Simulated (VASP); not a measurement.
OSZICAR of a VASP run on Bi2Te3 (atoms displaced from the space group 166 structure):

**OSZICAR**
```
       N       E                     dE             d eps       ncg     rms          rms(c)
DAV:   1     0.352212934169E+03    0.35221E+03   -0.16566E+04  2136   0.109E+03
DAV:   2     0.113029963399E+02   -0.34091E+03   -0.33348E+03  2328   0.333E+02
DAV:   3    -0.205631975998E+02   -0.31866E+02   -0.30918E+02  2508   0.120E+02
DAV:   4    -0.217508272016E+02   -0.11876E+01   -0.11792E+01  2532   0.250E+01
DAV:   5    -0.217966251386E+02   -0.45798E-01   -0.45727E-01  2816   0.412E+00    0.660E+00
DAV:   6    -0.214497821995E+02    0.34684E+00   -0.76924E-01  2284   0.534E+00    0.509E+00
DAV:   7    -0.214394306291E+02    0.10352E-01   -0.27606E-01  2672   0.216E+00    0.145E+00
DAV:   8    -0.214378977399E+02    0.15329E-02   -0.24618E-02  2284   0.996E-01    0.575E-01
DAV:   9    -0.214370266868E+02    0.87105E-03   -0.38355E-03  2524   0.388E-01    0.271E-01
DAV:  10    -0.214370755548E+02   -0.48868E-04   -0.99746E-04  2540   0.134E-01    0.710E-02
DAV:  11    -0.214370799683E+02   -0.44135E-05   -0.47912E-05  2472   0.354E-02    0.408E-02
DAV:  12    -0.214370796026E+02    0.36570E-06   -0.72720E-06  2280   0.152E-02
   1 F= -.21437080E+02 E0= -.21437080E+02  d E =-.675656E-27
```

Q: Which electronic solver shows in the log?

A: It is blocked Davidson (ALGO = Normal, or the opening steps of other solvers). The INCAR had ALGO = Normal.

Q: Can the final energy be trusted as converged?

A: The run converged. It stopped with EDIFF = 1E-6, NELM = 100 (LDA (Ceperley-Alder, Perdew-Zunger), plane waves, VASP's LDA PAW potentials (set 64)).

The structure comes from a computed database's Bi2Te3 entry; how it stands against other phases isn't given here. The cell was not relaxed at this level, atoms are displaced from their ideal sites.
